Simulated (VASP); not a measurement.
## Cu (Copper) with PBE: from relaxation to properties

How well does PBE reproduce what experiment finds for Cu (Copper)? The cell is relaxed first, and properties follow on it. The steps: full relaxation (PBE), second relaxation, density, ELF and potential (PBE), band structure (PBE), total and projected DOS (PBE), volume scan with PBE, fit for PBE and independent-particle dielectric function (PBE). Left out of this account: 1 further run (relaxation: it shows nothing beyond the runs told). The start is a cell from a database of measured crystal structures.

Method: PBE; plane waves and PAW (Cu), in VASP 6.6.1.

**Measured values to reproduce.**

“Multiple origins of extra electron diffractions in fcc metals” (2023, arxiv:2311.10326) quotes from earlier work for Cu, face-centered cubic (literature value used as simulation input, 300 K): lattice constant a (cubic lattice parameter, quoted experimental value) 3.615 Å [literature value at ambient conditions, used as fixed simulation input].

## 1. Starting point

Before any relaxation, the start is as follows. Symmetry: Fm-3m, No. 225, cubic system. Conventional cell: a = 3.615 Å, b = 3.615 Å, c = 3.615 Å, α = 90.00°, β = 90.00°, γ = 90.00°. Nearest to Cu lie 12 Cu at 2.56 Å.

Coordinates:

```cif
data_structure
_symmetry_space_group_name_H-M 'P 1'
_symmetry_Int_Tables_number 1
_cell_length_a 2.5562
_cell_length_b 2.5562
_cell_length_c 2.5562
_cell_angle_alpha 60.000
_cell_angle_beta 60.000
_cell_angle_gamma 60.000
_cell_volume 11.81
loop_
_atom_site_label
_atom_site_type_symbol
_atom_site_fract_x
_atom_site_fract_y
_atom_site_fract_z
_atom_site_occupancy
Cu1 Cu 0.00000 0.00000 0.00000 1
```

## 2. Full relaxation (PBE)

Properties are meant for the cell that this level of theory prefers, so cell and atoms are relaxed first (ISIF = 3) until forces and stress are small; EDIFFG sets the threshold. PBE, the usual starting point, adds the gradient of the density.

INCAR reads:

```
SYSTEM = Cu
PREC = Accurate
ENCUT = 400
EDIFF = 1E-06
NELM = 100
ISMEAR = 1
SIGMA = 0.2
LREAL = .FALSE.
ALGO = Normal
GGA = PE
NBANDS = 11
LASPH = .TRUE.
LORBIT = 11
LWAVE = .FALSE.
LCHARG = .FALSE.
KPAR = 2
IBRION = 2
NSW = 60
ISIF = 3
EDIFFG = -0.01
```

POSCAR reads:

```
Cu
1.0
    0.0000000000      1.8075000000      1.8075000000
    1.8075000000      0.0000000000      1.8075000000
    1.8075000000      1.8075000000      0.0000000000
Cu
1
Direct
    0.0000000000      0.0000000000      0.0000000000
```

KPOINTS reads:

```
Automatic mesh
0
Gamma
9 9 9
0 0 0
```

PAW data sets: Cu (PBE family, release 64).

The run is started by

```console
$ mpirun -np 2 vasp_std
```

Output:

```text
[banner, memory and clock lines left out]
running    2 mpi-ranks, on    1 nodes
 distrk:  each k-point on    1 cores,    2 groups
 distr:  one band on    1 cores,    1 groups

 POSCAR found type information on POSCAR Cu
 POSCAR found :  1 types and       1 ions
 LDA part: xc-table for (Slater+PW92), standard interpolation
 POSCAR, INCAR and KPOINTS ok, starting setup
 FFT: planning ... GRIDC
 FFT: planning ... GRID_SOFT
 FFT: planning ... GRID
 WAVECAR not read
 entering main loop
       N       E                     dE             d eps       ncg     rms          rms(c)
DAV:   1     0.336861144184E+02    0.33686E+02   -0.47417E+03   837   0.136E+03
DAV:   2    -0.388436990997E+01   -0.37570E+02   -0.34564E+02   791   0.177E+02
DAV:   3    -0.463294421752E+01   -0.74857E+00   -0.74701E+00   875   0.312E+01
DAV:   4    -0.463772828834E+01   -0.47841E-02   -0.47836E-02   872   0.216E+00
DAV:   5    -0.463777795587E+01   -0.49668E-04   -0.49667E-04   872   0.221E-01    0.768E+00
DAV:   6    -0.412315954226E+01    0.51462E+00   -0.15347E+01   893   0.777E+01    0.393E+00
DAV:   7    -0.375242692481E+01    0.37073E+00   -0.23948E+00   890   0.307E+01    0.546E-01
DAV:   8    -0.374257819932E+01    0.98487E-02   -0.59327E-03   894   0.136E+00    0.340E-01
DAV:   9    -0.374056013704E+01    0.20181E-02   -0.13029E-02   919   0.210E+00    0.311E-02
DAV:  10    -0.374056027929E+01   -0.14225E-06   -0.57386E-05  1099   0.134E-01    0.628E-03
DAV:  11    -0.374055965363E+01    0.62565E-06   -0.36281E-07   574   0.904E-03
   1 F= -.37405597E+01 E0= -.37408220E+01  d E =-.374056E+01
 curvature:   0.00 expect dE= 0.000E+00 dE for cont linesearch  0.000E+00
 trial: gam= 0.00000 g(F)=  0.188E-62 g(S)=  0.211E-02 ort = 0.000E+00 (trialstep = 0.100E+01)
 search vector abs. value=  0.211E-02
 bond charge predicted
       N       E                     dE             d eps       ncg     rms          rms(c)
DAV:   1    -0.381271958370E+01   -0.72159E-01   -0.12298E+00   902   0.251E+01    0.218E+00
DAV:   2    -0.376413600073E+01    0.48584E-01   -0.95540E-01   887   0.188E+01    0.861E-01
DAV:   3    -0.374301240631E+01    0.21124E-01   -0.15455E-01   878   0.781E+00    0.327E-01
DAV:   4    -0.374101511180E+01    0.19973E-02   -0.37287E-03   993   0.747E-01    0.314E-02
DAV:   5    -0.374100779130E+01    0.73205E-05   -0.85185E-05   932   0.176E-01    0.101E-02
DAV:   6    -0.374100801875E+01   -0.22745E-06   -0.34233E-06   557   0.294E-02
   2 F= -.37410080E+01 E0= -.37412974E+01  d E =-.448365E-03
 trial-energy change:   -0.000448  1 .order   -0.000486   -0.002106    0.001133
 step:   0.6338(harm=  0.6502)  dis= 0.00000  next Energy=    -3.741217 (dE=-0.658E-03)
 bond charge predicted
       N       E                     dE             d eps       ncg     rms          rms(c)
DAV:   1    -0.375100694801E+01   -0.99992E-02   -0.16382E-01   899   0.891E+00    0.823E-01
DAV:   2    -0.374477032305E+01    0.62366E-02   -0.14181E-01   881   0.725E+00    0.344E-01
DAV:   3    -0.374146594858E+01    0.33044E-02   -0.22816E-02   878   0.299E+00    0.114E-01
DAV:   4    -0.374121246151E+01    0.25349E-03   -0.28448E-04   926   0.164E-01    0.229E-03
DAV:   5    -0.374121217981E+01    0.28171E-06   -0.27712E-06   723   0.229E-02
   3 F= -.37412122E+01 E0= -.37414920E+01  d E =-.652526E-03
 curvature:  -0.32 expect dE=-0.162E-06 dE for cont linesearch -0.162E-06
 trial: gam= 0.00000 g(F)=  0.243E-64 g(S)=  0.500E-06 ort =-0.325E-04 (trialstep = 0.927E+00)
 search vector abs. value=  0.501E-06
 reached required accuracy - stopping structural energy minimisation
```

Elapsed: 7.4 s, on 2 MPI ranks of Intel Xeon Platinum 8259CL at 2.50GHz (Skylake/Cascade Lake), shared host; peak memory 0.22 GiB.

The logs omit lines about the potential files and the build; timing stands in the text.

Parts of OUTCAR (step 2):

```text
ion  position               nearest neighbor table
   1  0.000  0.000  0.000-

  LATTYP: Found a face centered cubic cell.
 ALAT       =     3.6150000000

 Subroutine GETGRP returns: Found 48 space group operations
 (whereof 48 operations were pure point group operations)

The static configuration has the point symmetry O_h .

 Found     35 irreducible k-points:

   k-points           NKPTS =     35   k-points in BZ     NKDIM =     35   number of bands    NBANDS=     11

   dimension x,y,z NGX =    18 NGY =   18 NGZ =   18
   dimension x,y,z NGXF=    36 NGYF=   36 NGZF=   36

   ENCUT  =  400.0 eV  29.40 Ry    5.42 a.u.   4.17  4.17  4.17*2*pi/ulx,y,z

   NELECT =      11.0000    total number of electrons

 k-points in reciprocal lattice and weights: Automatic mesh
   0.00000000  0.00000000  0.00000000       0.001
   0.11111111  0.00000000  0.00000000       0.011
   0.22222222  0.00000000  0.00000000       0.011
   0.33333333  0.00000000  0.00000000       0.011
   0.44444444  0.00000000  0.00000000       0.011
   0.11111111  0.11111111  0.00000000       0.008
   0.22222222  0.11111111  0.00000000       0.033
   0.33333333  0.11111111  0.00000000       0.033
   0.44444444  0.11111111  0.00000000       0.033
[...]
-0.33333333  0.44444444  0.11111111       0.033
  -0.33333333  0.44444444  0.22222222       0.033

 average (electrostatic) potential at core
       1 -63.8012

 E-fermi :   7.5273

 k-point     1 :       0.0000    0.0000    0.0000
  band No.  band energies     occupation
    ...
      2       4.4658      2.00000
      3       4.4658      2.00000
      4       4.4658      2.00000
      5       5.2734      2.00000
      6       5.2734      2.00000
      7      29.9570      0.00000
      8      32.5119      0.00000
      9      32.5119      0.00000
     10      32.5119      0.00000
     11      34.9975      0.00000

 k-point     2 :       0.1111    0.0000    0.0000
  band No.  band energies     occupation
    ...
      2       4.3775      2.00000
      3       4.5407      2.00000
      4       4.5407      2.00000
      5       5.2470      2.00000
      6       5.2470      2.00000
      7      26.8478      0.00000
      8      30.6187      0.00000
      9      31.4797      0.00000
     10      31.4798      0.00000
     11      36.6177      0.00000

 k-point     3 :       0.2222    0.0000    0.0000
  band No.  band energies     occupation
    ...
      2       4.2257      2.00000
      3       4.6257      2.00000
      4       4.6257      2.00000
      5       5.3017      2.00000
      6       5.3017      2.00000
      7      21.1641      0.00000
      8      30.0303      0.00000
      9      30.3163      0.00000
     10      30.3163      0.00000
     11      36.4247      0.00000

  Total       -0.0018596     -0.0018596     -0.0018596      0.0000000     -0.0000000      0.0000000
  in kB       -0.2494949     -0.2494949     -0.2494949      0.0000000     -0.0000000      0.0000000
  external PRESSURE =      -0.2494949 kB  Pullay stress =       0.0000000 kB

  energy-cutoff  :      400.00
  volume of cell :       11.94
      direct lattice vectors                 reciprocal lattice vectors
     0.000000000  1.814166923  1.814166923    -0.275608597  0.275608597  0.275608597
     1.814166923  0.000000000  1.814166923     0.275608597 -0.275608597  0.275608597
     1.814166923  1.814166923  0.000000000     0.275608597  0.275608597 -0.275608597

 POSITION                                       TOTAL-FORCE (eV/Angst)
 -----------------------------------------------------------------------------------
      0.00000      0.00000      0.00000        -0.000000      0.000000     -0.000000
 -----------------------------------------------------------------------------------
    total drift:                                0.000000      0.000000      0.000000

  FREE ENERGIE OF THE ION-ELECTRON SYSTEM (eV)
  ---------------------------------------------------
  free  energy   TOTEN  =        -3.7412121798 eV

  energy  without entropy=       -3.7420517798  energy(sigma->0) =       -3.74149205

 reached required accuracy - stopping structural energy minimisation

 total charge
# of ion       s       p       d       tot
------------------------------------------
    1        0.446   0.372   9.172   9.991

[... 3 further parts left out ...]
```

This run has no spin polarisation. Its electron count is odd, so without a moment it is a metal by construction. The k-mesh is coarse for a metal. The run keeps the 48 symmetry operations of its start, so it cannot find a distortion of lower symmetry.

Relaxation path:

```
step  energy less that of the first step (eV)  largest force (eV/Å)  pressure (GPa)  volume (Å³)
   1                                   0.0000                0.0000            1.64        11.81
   2                                  -0.0004                0.0000           -0.87        12.02
   3                                  -0.0007                0.0000           -0.02        11.94
```

```
conventional cell, symmetrised  before  after  change
                         a (Å)   3.615  3.628  +0.4 %
                         b (Å)   3.615  3.628  +0.4 %
                         c (Å)   3.615  3.628  +0.4 %
              volume (Å³/atom)   11.81  11.94  +1.1 %
```

The relaxed structure:

```
Cu
1.0
     0.00000    1.81417    1.81417
     1.81417    0.00000    1.81417
     1.81417    1.81417    0.00000
Cu
1
Direct
  0.00000 0.00000 0.00000
```

Numbers from this step:

```yaml
electrons: 11
bands: 11
irreducible_k_points: 35
symmetry_operations: 48
free_energy_toten: -3.741 eV
energy_at_zero_smearing: -3.741 eV
fermi_energy: 7.527 eV
pressure: -0.02495 GPa
metallic: yes
scf_cycles_over_all_ionic_steps: 22
```

It ends with forces that vanish by symmetry and a pressure of -0.02 GPa. The volume lies +1.1 % from that of the database's start.

## 3. Second relaxation

The basis stayed that of the start cell while the cell moved. A rerun from the cell reached resets it; the error of the finite cutoff stays.

INCAR is that of step 2.

POSCAR reads:

```
Cu
1.0
    0.0000000000      1.8141669229      1.8141669229
    1.8141669229      0.0000000000      1.8141669229
    1.8141669229      1.8141669229      0.0000000000
Cu
1
Direct
    0.0000000000      0.0000000000      0.0000000000
```

KPOINTS is that of step 2.

The run is started by

```console
$ mpirun -np 2 vasp_std
```

Output:

```text
[... set-up lines as in an earlier step ...]
 entering main loop
       N       E                     dE             d eps       ncg     rms          rms(c)
DAV:   1     0.324857637403E+02    0.32486E+02   -0.47485E+03   896   0.138E+03
DAV:   2    -0.390930225269E+01   -0.36395E+02   -0.34019E+02   785   0.176E+02
DAV:   3    -0.462974699775E+01   -0.72044E+00   -0.71685E+00   873   0.314E+01
DAV:   4    -0.463416672937E+01   -0.44197E-02   -0.44193E-02   870   0.212E+00
DAV:   5    -0.463421630719E+01   -0.49578E-04   -0.49576E-04   873   0.223E-01    0.767E+00
DAV:   6    -0.413218588277E+01    0.50203E+00   -0.15512E+01   893   0.778E+01    0.399E+00
DAV:   7    -0.375347354024E+01    0.37871E+00   -0.24439E+00   884   0.309E+01    0.533E-01
DAV:   8    -0.374408980114E+01    0.93837E-02   -0.65399E-03   918   0.147E+00    0.348E-01
DAV:   9    -0.374197600569E+01    0.21138E-02   -0.13798E-02   911   0.216E+00    0.320E-02
DAV:  10    -0.374197518574E+01    0.81995E-06   -0.62623E-05  1132   0.141E-01    0.629E-03
DAV:  11    -0.374197463549E+01    0.55025E-06   -0.36910E-07   566   0.866E-03
   1 F= -.37419746E+01 E0= -.37422542E+01  d E =-.374197E+01
 curvature:   0.00 expect dE= 0.000E+00 dE for cont linesearch  0.000E+00
 trial: gam= 0.00000 g(F)=  0.141E-62 g(S)=  0.718E-06 ort = 0.000E+00 (trialstep = 0.100E+01)
 search vector abs. value=  0.718E-06
 reached required accuracy - stopping structural energy minimisation
```

Wall time 3.8 s (2 MPI ranks); peak memory 0.21 GiB.

From OUTCAR (step 3):

```text
  LATTYP: Found a face centered cubic cell.
 ALAT       =     3.6283338458

The static configuration has the point symmetry O_h .

 Found     35 irreducible k-points:

   ENCUT  =  400.0 eV  29.40 Ry    5.42 a.u.   4.18  4.18  4.18*2*pi/ulx,y,z

   NELECT =      11.0000    total number of electrons

 E-fermi :   7.5275

 k-point     1 :       0.0000    0.0000    0.0000
  band No.  band energies     occupation
    ...
      2       4.4647      2.00000
      3       4.4647      2.00000
      4       4.4647      2.00000
      5       5.2724      2.00000
      6       5.2724      2.00000
      7      29.9571      0.00000
      8      32.5119      0.00000
      9      32.5120      0.00000
     10      32.5120      0.00000
     11      34.9977      0.00000

 k-point     2 :       0.1111    0.0000    0.0000
  band No.  band energies     occupation
    ...
      2       4.3777      2.00000
      3       4.5410      2.00000
      4       4.5410      2.00000
      5       5.2474      2.00000
      6       5.2474      2.00000
      7      26.8479      0.00000
      8      30.6187      0.00000
      9      31.4799      0.00000
     10      31.4799      0.00000
     11      36.6180      0.00000

  Total        0.0022277      0.0022277      0.0022277      0.0000000     -0.0000000      0.0000000
  in kB        0.2988821      0.2988821      0.2988821      0.0000000     -0.0000000      0.0000000
  external PRESSURE =       0.2988821 kB  Pullay stress =       0.0000000 kB

 POSITION                                       TOTAL-FORCE (eV/Angst)
 -----------------------------------------------------------------------------------
      0.00000      0.00000      0.00000        -0.000000      0.000000      0.000000
 -----------------------------------------------------------------------------------
    total drift:                                0.000000     -0.000000     -0.000000

  FREE ENERGIE OF THE ION-ELECTRON SYSTEM (eV)
  ---------------------------------------------------
  free  energy   TOTEN  =        -3.7419746355 eV

  energy  without entropy=       -3.7428134552  energy(sigma->0) =       -3.74225424

[... 8 parts as in an earlier step ...]

[... 5 further parts left out ...]
```

Little changed from the start: no atom moved by 0.005 Å and no cell edge by 0.1 %.

Numbers from this step:

```
free energy (TOTEN)             : -3.742 eV
energy at zero smearing         : -3.742 eV
pressure                        : 0.02989 GPa
SCF cycles over all ionic steps : 11
```

It ends with forces that vanish by symmetry and a pressure of 0.03 GPa. The volume moved by under 0.01 %: the run met its threshold at the first step.

(Part 1 of 4 ends here.)

[Lines on the potential files, build, host, timing and source positions are cut from VASP's logs without a mark.]

[Logs are printed without paths, hosts, clocks, repeated set-up lines and the standing remarks that a program may print on its own settings, such as how far it seeks lower states.]

[Hosts, paths, dates, database ids (printed as entryN), source tags and the programs' standing remarks are cut or masked in the printed files.]

[A measured line is paired with the nearest computed mode of its activity, which favours agreement.]
